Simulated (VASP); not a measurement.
An input for Ansatz (written as the equivalent of a VASP run, and not itself run):

Ansatz 0.2 input:
```yaml
crystal:
  lattice:
    - [3.7830000, 0.0000000, 0.0000000]
    - [0.0000000, 3.7830000, 0.0000000]
    - [0.0000000, 0.0000000, 3.7830000]
  atoms:
    - { symbol: Ta, position: [0.0000000, 0.0000000, 0.0000000] }
    - { symbol: Al, position: [0.5000000, 0.5000000, 0.5000000] }
kpoints:
  mp_grid: { grid: [9, 9, 9] }
hamiltonian:
  xc: pbesol
  pseudopotentials: { kind: paw }
scf:
  occupations: { method: methfessel_paxton, width: 0.1 }
  max_iter: 100
relax:
  max_steps: 60
  f_tol: 0.01
  cell: {}
output: { forces: true, stress: true, eigenvalues: true }
```

Question: Write the VASP files for the same calculation (PBEsol).

Answer: This is not unique; one that fits is 
**INCAR**
```
ALGO = Normal
EDIFF = 1E-6
EDIFFG = -0.01
ENCUT = 400
GGA = PS
IBRION = 2
ISIF = 3
ISMEAR = 1
LASPH = T
LCHARG = F
LMAXMIX = 6
LREAL = F
LWAVE = F
NELM = 100
NSW = 60
PREC = Accurate
SIGMA = 0.1
SYSTEM = TaAl
```

File POSCAR:
```
TaAl
1.0
  3.7830000000   0.0000000000   0.0000000000
  0.0000000000   3.7830000000   0.0000000000
  0.0000000000   0.0000000000   3.7830000000
Ta Al
1 1
direct
  0.0000000000   0.0000000000   0.0000000000
  0.5000000000   0.5000000000   0.5000000000
```

### KPOINTS
```
Automatic mesh
0
Gamma
9 9 9
0 0 0
```

POTCAR, in this order: Ta_pv Al (PBE.64 set). Program: vasp_std.

The two are equivalent in intent, not identical: each code has its own PAW files, so the cut-off isn't converted (ENCUT is set for VASP's; basis.ecutwfc is left out, and Ansatz then takes the one that its files recommend); Ansatz stops its SCF on the density residual and VASP on the energy change (EDIFF).

The structure was generated: TaAl was put into the CsCl type type (Pm-3m), which need not be its known phase. This run relaxes it. Symmetry was kept, so distortions that lower it aren't found.
